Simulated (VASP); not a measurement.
A run of VASP 6.6.1 is set up as follows.

File INCAR:

```
SYSTEM = PmTe
PREC = Accurate
ENCUT = 520
EDIFF = 1E-6
ISMEAR = 0
SIGMA = 0.05
LREAL = .FALSE.
LASPH = .TRUE.
NELM = 120
ALGO = Normal
ISIF = 2
LWAVE = .FALSE.
LCHARG = .FALSE.
ISPIN = 2
MAGMOM = 0 0
LORBIT = 11
LMAXMIX = 6
GGA = PS
NBANDS = 22
```

File KPOINTS:

```
regular mesh
0
G
  5 5 5
  0 0 0
```

File POSCAR:

```
PmTe
1.0
    3.7629149800      0.0000000000      0.0000000000
    0.0000000000      3.7629149800      0.0000000000
    0.0000000000      0.0000000000      3.7629149800
Pm Te
1 1
Direct
    0.0000000000      0.0000000000      0.0000000000
    0.5000000000      0.5000000000      0.5000000000
```

Potentials or basis: VASP PAW PBE potentials, release 64 (Pm, Te).

Launch:

```bash
$ cat potpaw_PBE.64/Pm/POTCAR potpaw_PBE.64/Te/POTCAR > POTCAR
$ mpirun -np 1 vasp_std > vasp.out
```

(1) Estimate the net moment.

(2) Predict the site moments.

(3) Estimate the band gap on the k mesh.

(4) Predict the pressure.

## Answers

(1) -0.06 μB per cell.

(2) Pm -0.19; Te -0.00 μB.

(3) none (metal or under the smearing width).

(4) 0.2 GPa.

Caveat: the magnetic or orbital state may not be the lowest; the PAW data sets were made with another functional, which shifts forces and pressure a little; spin-orbit coupling is left out, which moves the levels of the heavy elements; without U or exact exchange the open f shell lies at the Fermi level, which spoils levels, moments and volumes.
